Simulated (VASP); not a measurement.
These are LDA (Ceperley-Alder, Perdew-Zunger), VASP's LDA PAW potentials (set 64) (plane waves; VASP) values and carry that method's errors.

A VASP calculation is set up with these files.

KPOINTS:
```
Automatic mesh
0
Gamma
9 9 5
0 0 0
```

### POSCAR
```
GaN
1.0
  1.4973493652  -2.5934851275   0.0000000000
  1.4973493652   2.5934851275   0.0000000000
  0.0000000000   0.0000000000   4.8849254500
Ga N
2 2
Cart
  1.4973493652  -0.8644967715   2.4451973292
  1.4973493652   0.8644967715   0.0027346042
  1.4973493652  -0.8644967715   4.2813450154
  1.4973493652   0.8644967715   1.8388822904
```

**INCAR**
```
# general
SYSTEM   =  GaN
PREC     =  Accurate
ENCUT    =  620
LREAL    =  F
LASPH    =  T

# electronic loop
EDIFF    =  1E-6
NELM     =  100
ALGO     =  Normal
LMAXMIX  =  4

# smearing
ISMEAR   =  0
SIGMA    =  0.05

# ions
IBRION   =  2
NSW      =  40
ISIF     =  3
EDIFFG   =  -0.02
PSTRESS  =  450

# output
LWAVE    =  F
LCHARG   =  F
```

POTCAR, in this order: Ga_d N (LDA.64 set). Program: vasp_std.

Task: What will the output report for the number of irreducible k-points (NKPTS), largest plane-wave count, number of space-group operations, FFT grid (NGX, NGY, NGZ)?

Result: 
```yaml
number of irreducible k-points (NKPTS): 36
largest_plane_wave_count: 1350
number_of_space_group_operations: 12
FFT grid (NGX, NGY, NGZ): 24 × 24 × 40
```

The compound is GaN in the wurtzite structure. It was relaxed first under an external pressure of 45 GPa.
